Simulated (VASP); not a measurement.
Method: PBE GGA, VASP's PBE PAW potentials (set 64) (plane waves; VASP).

A VASP calculation is set up with these files.

### INCAR
```
ALGO = Normal
EDIFF = 1E-6
ENCUT = 400
GGA = PE
ISIF = 2
ISMEAR = 1
ISYM = 0
LASPH = .True.
LCHARG = .False.
LMAXMIX = 6
LREAL = .False.
LWAVE = .False.
NELM = 100
PREC = Accurate
SIGMA = 0.1
SYSTEM = Au
```

File POSCAR:
```
Au
1
    0.0000000000     2.0808000000     2.0808000000
    2.0808000000     0.0000000000     2.0808000000
    2.0808000000     2.0808000000     0.0000000000
Au
1
Direct
  0.0000000000   0.0000000000   0.0000000000
```

**KPOINTS**
```
kpoints
0
gamma
 14 14 14
0 0 0
```

POTCAR, in this order: Au (PBE.64 set). Program: vasp_std.

Output

**OSZICAR**
```
       N       E                     dE             d eps       ncg     rms          rms(c)
DAV:   1     0.310383104409E+02    0.31038E+02   -0.49810E+03 29945   0.857E+02
DAV:   2    -0.322277674907E+01   -0.34261E+02   -0.31871E+02 25602   0.168E+02
DAV:   3    -0.347991654553E+01   -0.25714E+00   -0.25672E+00 29497   0.149E+01
DAV:   4    -0.348059171671E+01   -0.67517E-03   -0.67516E-03 27454   0.797E-01
DAV:   5    -0.348059622297E+01   -0.45063E-05   -0.45068E-05 27791   0.632E-02    0.791E+00
DAV:   6    -0.323555939295E+01    0.24504E+00   -0.83778E-01 25289   0.884E+00    0.516E+00
DAV:   7    -0.321965909247E+01    0.15900E-01   -0.66176E-02 26718   0.247E+00    0.260E+00
DAV:   8    -0.321781058802E+01    0.18485E-02   -0.13839E-03 26038   0.374E-01    0.231E-01
DAV:   9    -0.321779710337E+01    0.13485E-04   -0.97076E-06 26875   0.337E-02    0.351E-02
DAV:  10    -0.321780307373E+01   -0.59704E-05   -0.32696E-06 26717   0.228E-02    0.480E-03
DAV:  11    -0.321780294760E+01    0.12613E-06   -0.48414E-08 12826   0.217E-03
   1 F= -.32178029E+01 E0= -.32180017E+01  d E =0.596134E-03
```

### OUTCAR
```
------------------------ aborting loop because EDIFF is reached ----------------------------------------
  FORCE on cell =-STRESS in cart. coord.  units (eV):
  Direction    XX          YY          ZZ          XY          YZ          ZX
  --------------------------------------------------------------------------------------
  Total       -0.0783983     -0.0783985     -0.0783980     -0.0000015     -0.0000012     -0.0000015
  in kB       -6.9710191     -6.9710328     -6.9709897     -0.0001298     -0.0001043     -0.0001308
  external PRESSURE =      -6.9710139 kB  Pullay stress =       0.0000000 kB
  volume of cell :       18.02
      direct lattice vectors                 reciprocal lattice vectors
     0.000000000  2.080800000  2.080800000    -0.240292195  0.240292195  0.240292195
     2.080800000  0.000000000  2.080800000     0.240292195 -0.240292195  0.240292195
     2.080800000  2.080800000  0.000000000     0.240292195  0.240292195 -0.240292195
 POSITION                                       TOTAL-FORCE (eV/Angst)
 -----------------------------------------------------------------------------------
      0.00000      0.00000      0.00000        -0.000000      0.000000      0.000000
 -----------------------------------------------------------------------------------
    total drift:                               -0.000000      0.000000      0.000000
  FREE ENERGIE OF THE ION-ELECTRON SYSTEM (eV)
  ---------------------------------------------------
  free  energy   TOTEN  =        -3.2178029476 eV

  energy  without entropy=       -3.2183990815  energy(sigma->0) =       -3.21800166
```
(Selected blocks of OUTCAR.)

The compound is Au in the fcc structure. The cell was not relaxed at this level. The run is one of a series of settings (ISYM = 0 against the base run), some of them coarse on purpose.
